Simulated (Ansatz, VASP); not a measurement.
**Two plane-wave programs on Ca2Zr**

```
Ca Zr
1.0
     0.00000    4.60362    4.60362
     4.60362    0.00000    4.60362
     4.60362    4.60362    0.00000
Ca Zr
4 2
Direct
  0.62500 0.62500 0.62500
  0.12500 0.62500 0.62500
  0.62500 0.62500 0.12500
  0.62500 0.12500 0.62500
  0.00000 0.00000 0.00000
  0.25000 0.25000 0.25000
```

Alike in both runs: functional PBE; k mesh 4 × 4 × 4; occupations gaussian, width 0.1 eV; no spin polarisation.

Ansatz relaxed the structure, and its values are those at the end. VASP's run is a single point on that final structure, the one shown.

|  | VASP | Ansatz |
| --- | --- | --- |
| version | VASP 6.6.1 | Ansatz 0.2.0 |
| potentials or method | VASP PAW PBE potentials, release 64 (Ca_sv, Zr_sv) | scalar-relativistic, plane waves, PAW |
| plane-wave cutoff (eV) | 520 | 420 |
| valence electrons in the cell | 64 | 64 |

```tsv
	VASP	Ansatz	Ansatz less VASP
gap on the k mesh at the Fermi level (eV)	none	none	-
pressure (GPa)	0.2	0.2	-0.02
```

A gap of «none» marks a metal or a gap that the smearing closes. The functional is the same, so the differences come from potentials, cutoffs and numerics.
